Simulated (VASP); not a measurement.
# LuSi2Ru2 in VASP: notebook, part 2 of 2

VASP 6.6.1. The steps go on from the part before.

### 3 Single point, PBE

This run uses another cell than the first one, of 16.26 Å³/atom, 0.931 times its volume.

Input file INCAR:

```
PREC = Accurate
ENCUT = 520
EDIFF = 1E-6
ISMEAR = -1
SIGMA = 0.1
LREAL = F
LASPH = T
NELM = 100
ALGO = Fast
ISIF = 2
LWAVE = F
LCHARG = F
GGA = PE
NBANDS = 38
```

Input file KPOINTS:

```
regular mesh
0
Gamma
  3 4 4
```

Input file POSCAR:

```
LuSi2Ru2
1.0
    5.5365460000     -0.3633360000      0.1311070000
    0.4399780000      3.6472020000      0.1591500000
    0.3955190000     -0.2344650000      3.9951680000
Lu Ru Si
1 2 2
Direct
    0.3887912079      0.2343475973      0.2123736301
    0.1658129872      0.6495557704      0.7357485232
    0.8662080580      0.5390655096      0.2442847921
    0.5826139666      0.6696532846      0.6767797776
    0.9122900650      0.1459845908      0.7242764106
```

Potentials or basis: VASP PAW PBE potentials, release 64 (Lu, Ru_pv, Si).

On the command line:

```
cat potpaw_PBE.64/Lu/POTCAR potpaw_PBE.64/Ru_pv/POTCAR potpaw_PBE.64/Si/POTCAR > POTCAR
mpirun -np 1 vasp_std > vasp.out
```

OUTCAR:

```text
PREC = Accurate
   ENCUT = 520
   EDIFF = 1E-6
   ISMEAR = -1
   LREAL = F
   LASPH = T
   NELM = 100
   ISIF = 2
   GGA = PE

 ion  position               nearest neighbor table
   1  0.389  0.234  0.212-   2 2.72   4 2.81   2 2.82   4 2.83   3 2.95   3 3.04   4 3.04   4 3.04
                             5 3.17   2 3.20   2 3.27   5 3.30
   2  0.166  0.650  0.736-   5 2.25   4 2.30   5 2.39   3 2.52   1 2.72   3 2.78   1 2.82   1 3.20
                             1 3.27
   3  0.866  0.539  0.244-   4 2.23   5 2.45   5 2.52   2 2.52   2 2.78   1 2.95   4 2.96   5 2.99
                             1 3.04   5 3.06
   4  0.583  0.670  0.677-   3 2.23   2 2.30   5 2.61   5 2.63   1 2.81   1 2.83   3 2.96   1 3.04
                             1 3.04
   5  0.912  0.146  0.724-   2 2.25   2 2.39   3 2.45   3 2.52   4 2.61   4 2.63   3 2.99   3 3.06
                             1 3.17   1 3.30

  LATTYP: Found a triclinic cell.
 ALAT       =     6.4325526629
 B/A-ratio  =     0.6251855643
 C/A-ratio  =     0.5716377803
 COS(alpha) =     0.0030627478
 COS(beta)  =     0.0497590633
 COS(gamma) =     0.5169935595

[... 182 lines left out ...]
  ext. energy  EPLUGINS =         0.00000000
  ---------------------------------------------------
  free energy    TOTEN  =       -34.79468742 eV

  energy without entropy =      -34.65441620  energy(sigma->0) =      -34.72455181

 E-fermi :   8.3109     XC(G=0): -12.1202

 val. band max:        8.2953332692   @ k =  -0.3333   0.5000   0.2500
 cond. band min:       8.3143453738   @ k =   0.0000   0.2500   0.2500
 fundamental gap:      0.0190121045
 Fermi energy:         8.3108649597

 k-point     1 :       0.0000    0.0000    0.0000
  band No.  band energies     occupation
      1     -47.3914      2.00000
      2     -34.2700      2.00000
      3     -33.9950      2.00000
      4     -33.8511      2.00000
      5     -33.7763      2.00000
      6     -33.7460      2.00000
[... 973 lines left out ...]
     37      12.6817      0.00000
     38      13.2750      0.00000

 [... further k-points ...]
[... 5 lines left out ...]
  --------------------------------------------------------------------------------------
  -------------------------------------------------------------------------------------
  Total        4.8080463      5.0228941      5.7035940     -0.9312456     -0.2461299     -3.7370882
  in kB       94.7593183     98.9936442    112.4092081    -18.3534412     -4.8508476    -73.6523555
  external PRESSURE =     102.0540569 kB  Pullay stress =       0.0000000 kB

 VOLUME and BASIS-vectors are now :
 -----------------------------------------------------------------------------
  energy-cutoff  :      520.00
  volume of cell :       81.29
      direct lattice vectors                 reciprocal lattice vectors
     5.536546000 -0.363336000  0.131107000     0.179700103 -0.020848327 -0.019013721
     0.439978000  3.647202000  0.159150000     0.017477948  0.271454683  0.014200595
     0.395519000 -0.234465000  3.995168000    -0.006593354 -0.010129399  0.250360637

 POSITION                                       TOTAL-FORCE (eV/Angst)
 -----------------------------------------------------------------------------------
      2.33967      0.66366      0.93674        -0.064159     -1.821043     -0.126616
      1.49482      2.13631      3.06456         0.730906      0.078426     -0.549543
      5.12960      1.59408      1.17532         0.139349      0.467679     -0.789922
      3.78798      2.07200      2.88681         0.347384      0.519164      1.552715
      5.40163      0.03115      3.03645        -1.153480      0.755775     -0.086634
 -----------------------------------------------------------------------------------
    total drift:                               -0.000401      0.002057      0.000003

  FREE ENERGIE OF THE ION-ELECTRON SYSTEM (eV)
  ---------------------------------------------------
  free  energy   TOTEN  =       -34.7946874187 eV

  energy  without entropy=      -34.6544161960  energy(sigma->0) =      -34.72455181
```

OSZICAR:

```text
N       E                     dE             d eps       ncg     rms          rms(c)
DAV:   1     0.497737431185E+03    0.49774E+03   -0.29334E+04  3102   0.444E+03
DAV:   2     0.118001068936E+02   -0.48594E+03   -0.46835E+03  2476   0.766E+02
DAV:   3    -0.325243653423E+02   -0.44324E+02   -0.41764E+02  2538   0.136E+02
[... 27 lines left out ...]
RMM:  31    -0.347946814067E+02    0.21752E-05   -0.40446E-05  3127   0.310E-02    0.145E-02
RMM:  32    -0.347946834932E+02   -0.20866E-05   -0.29498E-05  2668   0.185E-02    0.875E-03
RMM:  33    -0.347946848765E+02   -0.13832E-05   -0.14442E-05  2334   0.144E-02    0.634E-03
RMM:  34    -0.347946864349E+02   -0.15585E-05   -0.16556E-05  2165   0.120E-02    0.585E-03
RMM:  35    -0.347946874187E+02   -0.98376E-06   -0.87616E-06  2142   0.119E-02
   1 F= -.34794687E+02 E0= -.34724552E+02  d E =-.140271E+00
```

stdout:

```text
POSCAR found type information on POSCAR LuRuSi
 POSCAR found :  3 types and       5 ions
 scaLAPACK will be used
 LDA part: xc-table for (Slater+PW92), standard interpolation
 POSCAR, INCAR and KPOINTS ok, starting setup
 FFT: planning ... GRIDC
 FFT: planning ... GRID_SOFT
 FFT: planning ... GRID
 WAVECAR not read
 entering main loop
WARNING in EDDRMM: call to ZHEGV failed, returncode =   8  4     17
WARNING in EDDRMM: call to ZHEGV failed, returncode =   6  3     23
WARNING in EDDRMM: call to ZHEGV failed, returncode =   6  3     29
WARNING in EDDRMM: call to ZHEGV failed, returncode =   8  4     11
WARNING in EDDRMM: call to ZHEGV failed, returncode =   6  3     23
WARNING in EDDRMM: call to ZHEGV failed, returncode =   8  4     16
```

Wall time 3.5 min (1 thread of Intel Xeon Platinum 8259CL at 2.50GHz (Skylake/Cascade Lake), shared host); peak memory 0.24 GiB.

What came out:

* Free energy: -34.7947 eV
* Pressure: 10.2 GPa
* Largest force: 1.827 eV/Å
* Band gap on the k mesh: none (metal or under the smearing width)

Forces on the atoms (eV/Å):
```
Lu  -0.064 -1.821 -0.127
Ru   0.731  0.078 -0.550
Ru   0.139  0.468 -0.790
Si   0.347  0.519  1.553
Si  -1.153  0.756 -0.087
```

Caveat: the k mesh is coarse (spacing up to 0.43 Å⁻¹), so the values aren't converged.

### 4 Single point, PBE

This run uses another cell than the first one, of 15.91 Å³/atom, 0.912 times its volume.

Input file INCAR:

```
PREC = Accurate
ENCUT = 520
EDIFF = 1E-6
ISMEAR = -1
SIGMA = 0.1
LREAL = False
LASPH = True
NELM = 100
ALGO = Normal
ISIF = 2
LWAVE = False
LCHARG = True
GGA = PE
LELF = True
LVHAR = True
NBANDS = 38
```

Input file KPOINTS:

```
Automatic mesh
0
Gamma
  3 4 4
```

Input file POSCAR:

```
LuSi2Ru2
1.0
    5.4970490000     -0.3607440000      0.1301710000
    0.4368390000      3.6211830000      0.1580150000
    0.3926970000     -0.2327920000      3.9666660000
Lu Ru Si
1 2 2
Direct
    0.3813684781      0.2354224759      0.2167448939
    0.1694144625      0.6490851618      0.7336029699
    0.8722386351      0.5311173648      0.2322215468
    0.5873381336      0.6426374535      0.6620636198
    0.9269450017      0.1456838735      0.7083667758
```

On the command line:

```
cat potpaw_PBE.64/Lu/POTCAR potpaw_PBE.64/Ru_pv/POTCAR potpaw_PBE.64/Si/POTCAR > POTCAR
mpirun -np 1 vasp_std > vasp.out
```

Run time: 86 s. Hardware: 1 thread of Intel Xeon Platinum 8259CL at 2.50GHz (Skylake/Cascade Lake), shared host; peak memory 0.23 GiB.

It converged, with:

| Quantity | Value |
| --- | --- |
| Free energy | -34.3916 eV |
| Pressure | 17.1 GPa |
| Largest force | 2.435 eV/Å |
| Band gap on the k mesh | none (metal or under the smearing width) |

Forces in eV/Å, atoms in the order of the input:
```
Lu   0.156 -2.333 -0.679
Ru   1.349  0.135 -0.604
Ru  -0.148  0.546 -0.798
Si   0.468  0.869  2.182
Si  -1.826  0.784 -0.101
```

Stress tensor (GPa, compression positive):
```
16.93 -2.21 -8.52
-2.21 15.80 -0.48
-8.52 -0.48 18.68
```

Levels at points of the mesh, in eV from the Fermi level:
```csv
k point,band 27,band 28,band 29,band 30,band 31,band 32,band 33,band 34
"(0.00, 0.00, 0.00)",-1.86,-1.39,-0.98,-0.40,0.18,0.42,1.39,2.22
"(0.00, 0.50, 0.00)",-1.70,-1.11,-0.70,-0.34,0.02,0.17,1.02,1.91
"(0.00, 0.00, 0.50)",-1.96,-1.81,-1.02,-0.70,0.32,0.74,1.42,2.08
"(0.00, 0.50, 0.50)",-1.56,-1.44,-1.12,-0.99,-0.39,0.10,0.49,0.97
```

Caveat: the k mesh is coarse (spacing up to 0.43 Å⁻¹), so the values aren't converged; so large a pressure means that the cell lies far from this level's equilibrium, or that cutoff or potentials fall short. The run has no spin-orbit coupling, so splittings on Lu are missing.

### 5 Summary

```tsv
cell	gap on the mesh (eV)	pressure (GPa)	largest force (eV/Å)
P1, 17.46 Å³/atom	none	-4.7	1.35
P1, 16.26 Å³/atom	none	10.2	1.83
P1, 15.91 Å³/atom	none	17.1	2.44
```

Alike in all rows: task single point; level PBE; potentials or basis VASP PAW PBE potentials, release 64 (Lu, Ru_pv, Si); no spin polarisation; k mesh 3 × 4 × 4; cutoff (eV) 520; smearing fermi-dirac 0.1 eV; the mesh is coarse, so values aren't converged.

Caveats: all runs use coarse meshes; so large a pressure means that the cell lies far from this level's equilibrium, or that cutoff or potentials fall short (some runs).

Absolute energies hang on the potentials; compare differences alone.
